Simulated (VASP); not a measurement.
Output of a VASP run:

### OSZICAR
```
       N       E                     dE             d eps       ncg     rms          rms(c)
DAV:   1     0.818514493633E+02    0.81851E+02   -0.81286E+03   680   0.119E+03
DAV:   2    -0.316941815713E+02   -0.11355E+03   -0.10265E+03   976   0.264E+02
DAV:   3    -0.378563012020E+02   -0.61621E+01   -0.61100E+01   856   0.669E+01
DAV:   4    -0.379446662043E+02   -0.88365E-01   -0.88245E-01   852   0.871E+00
DAV:   5    -0.379463529464E+02   -0.16867E-02   -0.16861E-02   864   0.120E+00    0.118E+01
DAV:   6    -0.344326993778E+02    0.35137E+01   -0.81704E+00   812   0.236E+01    0.539E+00
DAV:   7    -0.340566766418E+02    0.37602E+00   -0.70703E-01   864   0.687E+00    0.329E+00
DAV:   8    -0.339499654929E+02    0.10671E+00   -0.39004E-01   848   0.473E+00    0.513E-01
DAV:   9    -0.339494769092E+02    0.48858E-03   -0.18804E-02   788   0.123E+00    0.205E-01
DAV:  10    -0.339536093812E+02   -0.41325E-02   -0.34251E-03   712   0.522E-01    0.513E-02
DAV:  11    -0.339540498148E+02   -0.44043E-03   -0.49024E-04   788   0.242E-01    0.336E-02
DAV:  12    -0.339540645294E+02   -0.14715E-04   -0.65953E-05   788   0.780E-02    0.626E-03
DAV:  13    -0.339540660756E+02   -0.15462E-05   -0.47839E-06   848   0.189E-02    0.198E-03
DAV:  14    -0.339540665932E+02   -0.51762E-06   -0.45964E-07   784   0.731E-03    0.846E-04
DAV:  15    -0.339540665893E+02    0.39063E-08   -0.15721E-08   636   0.151E-03
   1 F= -.33954067E+02 E0= -.33954067E+02  d E =-.339541E+02
       N       E                     dE             d eps       ncg     rms          rms(c)
DAV:   1    -0.343475029785E+02   -0.39344E+00   -0.14294E+01   684   0.342E+01    0.239E+00
DAV:   2    -0.341506055686E+02    0.19690E+00   -0.21754E-01   780   0.407E+00    0.135E+00
DAV:   3    -0.340559433166E+02    0.94662E-01   -0.16579E-01   832   0.304E+00    0.322E-01
DAV:   4    -0.340532171034E+02    0.27262E-02   -0.81109E-03   848   0.832E-01    0.934E-02
DAV:   5    -0.340531596401E+02    0.57463E-04   -0.17378E-03   848   0.368E-01    0.732E-02
DAV:   6    -0.340531175033E+02    0.42137E-04   -0.30404E-04   780   0.176E-01    0.162E-02
DAV:   7    -0.340531335841E+02   -0.16081E-04   -0.54453E-05   788   0.697E-02    0.930E-03
DAV:   8    -0.340531347128E+02   -0.11287E-05   -0.34992E-06   820   0.174E-02    0.382E-03
DAV:   9    -0.340531351957E+02   -0.48299E-06   -0.67767E-07   800   0.942E-03    0.177E-03
DAV:  10    -0.340531351932E+02    0.25270E-08   -0.79444E-08   608   0.305E-03
   2 F= -.34053135E+02 E0= -.34053135E+02  d E =-.990686E-01
       N       E                     dE             d eps       ncg     rms          rms(c)
DAV:   1    -0.340535388228E+02   -0.40363E-03   -0.14106E-02   688   0.106E+00    0.744E-02
DAV:   2    -0.340533388843E+02    0.19994E-03   -0.21278E-04   792   0.130E-01    0.421E-02
DAV:   3    -0.340532434531E+02    0.95431E-04   -0.19176E-04   832   0.104E-01    0.108E-02
DAV:   4    -0.340532427187E+02    0.73443E-06   -0.13928E-05   820   0.353E-02    0.460E-03
DAV:   5    -0.340532422755E+02    0.44323E-06   -0.72392E-06   836   0.223E-02    0.430E-03
DAV:   6    -0.340532421368E+02    0.13869E-06   -0.13701E-06   776   0.116E-02    0.333E-04
DAV:   7    -0.340532421513E+02   -0.14538E-07   -0.72189E-08   632   0.273E-03
   3 F= -.34053242E+02 E0= -.34053242E+02  d E =-.991756E-01
```

**OUTCAR**
```
------------------------ aborting loop because EDIFF is reached ----------------------------------------
  FORCE on cell =-STRESS in cart. coord.  units (eV):
  Direction    XX          YY          ZZ          XY          YZ          ZX
  --------------------------------------------------------------------------------------
  Total        0.1509437      0.1509437      0.1541777     -0.0000000      0.0000000     -0.0000000
  in kB        5.2455398      5.2455419      5.3579287     -0.0000000      0.0000000     -0.0000000
  external PRESSURE =       5.2830034 kB  Pullay stress =       0.0000000 kB
  volume of cell :       46.10
      direct lattice vectors                 reciprocal lattice vectors
     1.259975479 -2.182341989  0.000000000     0.396833120 -0.229111662  0.000000000
     1.259975479  2.182341989  0.000000000     0.396833120  0.229111662  0.000000000
     0.000000000  0.000000000  8.383405161     0.000000000  0.000000000  0.119283272
  FREE ENERGIE OF THE ION-ELECTRON SYSTEM (eV)
  ---------------------------------------------------
  free  energy   TOTEN  =       -34.0532421513 eV

  energy  without entropy=      -34.0532421513  energy(sigma->0) =      -34.05324215

 reached required accuracy - stopping structural energy minimisation
```
(Selected blocks of OUTCAR.)

File POSCAR:
```
BN
1
    1.2351236860    -2.1392973667     0.0000000000
    1.2351236860     2.1392973667     0.0000000000
    0.0000000000     0.0000000000     8.7241625839
B N
2 2
Direct
  0.3333330000   0.6666670000   0.2500000000
  0.6666670000   0.3333330000   0.7500000000
  0.6666670000   0.3333330000   0.2500000000
  0.3333330000   0.6666670000   0.7500000000
```

Write an INCAR and KPOINTS that could have produced this output.

One answer among several that fit: the input of the run itself, revPBE GGA, plane waves, VASP's PBE PAW potentials (set 64).

### INCAR
```
ALGO = Normal
EDIFF = 1E-7
EDIFFG = -0.01
ENCUT = 520
GGA = RE
IBRION = 2
ISIF = 4
ISMEAR = 0
LASPH = T
LCHARG = F
LREAL = F
LWAVE = F
NELM = 100
NSW = 30
PREC = Accurate
SIGMA = 0.05
SYSTEM = BN
```

**KPOINTS**
```
K-points
0
gamma
10 10 3
```

POTCAR, in this order: B N (PBE.64 set). Program: vasp_std.

Without a dispersion term in the relaxation, distances and binding between the weakly bound layers, chains or molecules are unreliable, and so is what depends on them.

The compound is BN in the hex structure. This cell is one point of a volume scan, at 0.94 of the reference volume. Symmetry was kept, so distortions that lower it aren't found.
